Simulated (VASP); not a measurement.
**CdZn3S4 (ordered alloy cell): computed properties**

Computed with PBEsol GGA, VASP's PBE PAW potentials (set 64) (plane waves; VASP 6.6.1).

- space group = Amm2 (38)
- cell = a = 3.861 Å, b = 7.747 Å, c = 10.969 Å, α = β = γ = 90.00°
- volume per atom = 20.50 Å³/atom
- band gap (over mesh and band path) = 1.61 eV
- smallest direct gap (over mesh and band path) = 1.61 eV
- band-edge character = direct, Γ to Γ
- density = 4.42 g/cm³

```cif
data_Cd2S8Zn6
_chemical_formula_sum 'Zn6 S8 Cd2'
_space_group_name_H-M_alt 'Amm2'
_space_group_IT_number 38
_space_group_name_Hall 'A 2 -2'
_cell_length_a 3.86072
_cell_length_b 7.74704
_cell_length_c 10.96909
_cell_angle_alpha 90.000
_cell_angle_beta 90.000
_cell_angle_gamma 90.000
loop_
_atom_site_label
_atom_site_type_symbol
_atom_site_symmetry_multiplicity
_atom_site_Wyckoff_symbol
_atom_site_fract_x
_atom_site_fract_y
_atom_site_fract_z
_atom_site_occupancy
Zn1 Zn 2 a 0.00000 0.00000 0.99946 1
Zn2 Zn 4 e 0.50000 0.25184 0.24990 1
S1 S 2 b 0.50000 0.50000 0.37468 1
S2 S 4 d 0.00000 0.23747 0.13128 1
S3 S 2 b 0.50000 0.50000 0.86154 1
Cd1 Cd 2 a 0.00000 0.00000 0.50196 1
```
(The calculation used a cell of 8 atoms; values per cell refer to that cell.)

The structure was generated: CdZn3S4 was put into an ordered model structure (Amm2), which need not be its known phase. It was relaxed first. Symmetry was kept, so distortions that lower it aren't found.
